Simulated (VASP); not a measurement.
Here is a VASP 6.6.1 calculation.

INCAR

```
SYSTEM = CdS
ALGO = Normal ; EDIFF = 1E-8
ENCUT = 520 ; GGA = PE
IBRION = 8 ; ISIF = 2
ISMEAR = 0 ; LASPH = .TRUE.
LCHARG = .FALSE. ; LREAL = .FALSE.
LWAVE = .FALSE. ; NELM = 100
NSW = 1 ; PREC = Accurate
SIGMA = 0.02
```

The input KPOINTS:

```
k-points
0
G
  10 10 10
  0 0 0
```

Contents of POSCAR:

```
CdS                                     
1.0
   -0.0000000000      2.9488522281      2.9488522281
    2.9488522281     -0.0000000000      2.9488522281
    2.9488522281      2.9488522281      0.0000000000
  Cd              S             
     1     1
Direct
     0.0000000000000000    0.0000000000000000    0.0000000000000000
     0.2500000000000000    0.2500000000000000    0.2500000000000000
```

Potentials or basis: VASP PAW PBE potentials, release 64 (Cd, S).

The run is started by

```bash
$ cat potpaw_PBE.64/Cd/POTCAR potpaw_PBE.64/S/POTCAR > POTCAR
$ mpirun -np 1 vasp_std > vasp.out
```

Problem. What does it give for the band gap on the k mesh?

Solution. 1.08 eV, direct.

Problem. Predict the highest phonon frequency at Γ, LO-TO splitting left out.

Solution. 225 cm⁻¹.

Problem. Estimate the pressure.

Solution. 1.1 GPa.

Phonon frequencies in cm⁻¹ (negative: imaginary):
```csv
q point,frequencies
"(0.000, 0.000, 0.000)",0 0 0 225 225 225
```
